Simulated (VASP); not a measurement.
Crystal: FeSi.

```
Fe Si
1.0
     4.55070    0.00000    0.00000
     0.00000    4.55070    0.00000
     0.00000    0.00000    4.55070
Fe Si
4 4
Direct
  0.13652 0.13652 0.13652
  0.36348 0.86348 0.63652
  0.63652 0.36348 0.86348
  0.86348 0.63652 0.36348
  0.84240 0.84240 0.84240
  0.65760 0.15760 0.34240
  0.34240 0.65760 0.15760
  0.15760 0.34240 0.65760
```

Base run:

* Program: VASP 6.6.1
* Functional: PBE
* Potentials or basis: VASP PAW PBE potentials, release 64 (Fe, Si)
* Cutoff: 520 eV
* k mesh: 6 × 6 × 6
* Occupations: fermi-dirac, width 0.01 eV
* Spin: no spin polarisation

Its results: band gap on the k mesh 0.14 eV, indirect (least direct gap 0.15 eV).

Problem. The run is repeated on the same cell with these changes: functional from PBE to TB-mBJ. What comes out?

Solution. Band gap on the k mesh 0.35 eV, indirect (least direct gap 0.36 eV).

Not every run made on this cell is shown here.
